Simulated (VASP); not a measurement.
```yaml
crystal:
  lattice:
    - [0.00000, 2.31500, 2.31500]
    - [2.31500, 0.00000, 2.31500]
    - [2.31500, 2.31500, 0.00000]
  atoms:
    - { symbol: Na, position: [0.00000, 0.00000, 0.00000] }
    - { symbol: F, position: [0.50000, 0.50000, 0.50000] }
```

The numbers are results of PBE GGA, VASP's PBE PAW potentials (set 64) (plane waves; VASP), not measurements. Numerical set-up: 520 eV cut-off, 9×9×9 Γ-centred mesh, Gaussian smearing of 0.050 eV, potentials Na_pv F.

Problem. Give the stress tensor in GPa (positive for a compressed cell).

Solution. 
```
2.15  0.00  0.00
0.00  2.15  0.00
0.00  0.00  2.15
```
The pressure is its mean diagonal, 2.15 GPa.

The compound is NaF in the rock salt structure. The cell was not relaxed at this level.
